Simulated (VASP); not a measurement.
These are PBE GGA with D3 dispersion (zero damping), VASP's PBE PAW potentials (set 64) (plane waves; VASP 6.6.1) values and carry that method's errors.

The input files of a VASP run:

**KPOINTS**
```
Regular mesh
0
gamma
  12 12 12
```

### POSCAR
```
Na
3.6069390
 -0.5773502113   0.5773502113   0.5773502113
  0.5773502113  -0.5773502113   0.5773502113
  0.5773502113   0.5773502113  -0.5773502113
Na
1
direct
  0.0000000000   0.0000000000   0.0000000000
```

INCAR:
```
! general
SYSTEM  =  Na
PREC    =  Accurate
ENCUT   =  520
LREAL   =  F
LASPH   =  T

! electronic loop
EDIFF   =  1E-7
NELM    =  100
ALGO    =  Normal

! smearing
ISMEAR  =  1
SIGMA   =  0.1

! functional
GGA     =  PE
IVDW    =  11

! ions
ISIF    =  2

! output
LWAVE   =  F
LCHARG  =  F
```

POTCAR, in this order: Na_pv (PBE.64 set). Program: vasp_std.

Estimate the energy per atom (σ→0), dispersion energy, band gap (on the k-mesh).

The energy per atom (σ→0) comes out as -1.466 eV/atom. The dispersion energy is -0.159 eV and the band gap (on the k-mesh) is none (metal, semimetal or under 0.01 eV).

### OSZICAR
```
...
DAV:   4    -0.130849182116E+01   -0.31044E-02   -0.31044E-02  1225   0.212E+00
DAV:   5    -0.130852904265E+01   -0.37221E-04   -0.37221E-04  1323   0.195E-01    0.207E-01
DAV:   6    -0.130807899429E+01    0.45005E-03   -0.54991E-04  1155   0.374E-01    0.138E-01
DAV:   7    -0.130776786901E+01    0.31113E-03   -0.11140E-03  1148   0.450E-01    0.161E-02
DAV:   8    -0.130776107119E+01    0.67978E-05   -0.47488E-05  1232   0.156E-01    0.216E-03
DAV:   9    -0.130776120889E+01   -0.13770E-06   -0.19791E-07  1120   0.591E-03    0.984E-04
DAV:  10    -0.130776111880E+01    0.90093E-07   -0.61371E-08  1064   0.362E-03
   1 F= -.14665516E+01 E0= -.14662936E+01  d E =-.773992E-03
```

The compound is Na in the bcc structure. It was relaxed first, which changed the volume by -7 %.
